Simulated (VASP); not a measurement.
A cell of Er (hcp) near equilibrium:

```
Er
1.0
    1.76230    -3.05240     0.00000
    1.76230     3.05240     0.00000
    0.00000     0.00000     5.41869
Er
2
Cartesian
  1.76230   1.01747   1.35467
  1.76230  -1.01747   4.06402
```

Level of theory: PBEsol GGA, VASP's PBE PAW potentials (set 64) (plane waves; VASP).

The 4f electrons are frozen in the core of the lanthanide potential, so 4f levels, which can set the real gap, and their magnetism are missing.

```csv
run,ΔE (meV/atom),σxx,σyy,σzz,"largest shear component, with its sign (GPa)",largest force (eV/Å)
as it is,0.0,0.01,0.01,0.20,0.00,0.000
after one change,13.8,3.80,0.99,1.38,0.00,0.000
```
Stress is in GPa, positive when the cell is compressed.

### Question
Which change was made?
A) uniaxial strain of -4.0 % along x with the ions relaxed
B) biaxial strain of +1.5 % in the xz plane with the ions relaxed
C) atom 2 (Er) moved by -0.025 Å along z
D) uniaxial strain of -4.0 % along y

### Answer
A, uniaxial strain of -4.0 % along x with the ions relaxed

The compound is Er in the hcp structure.
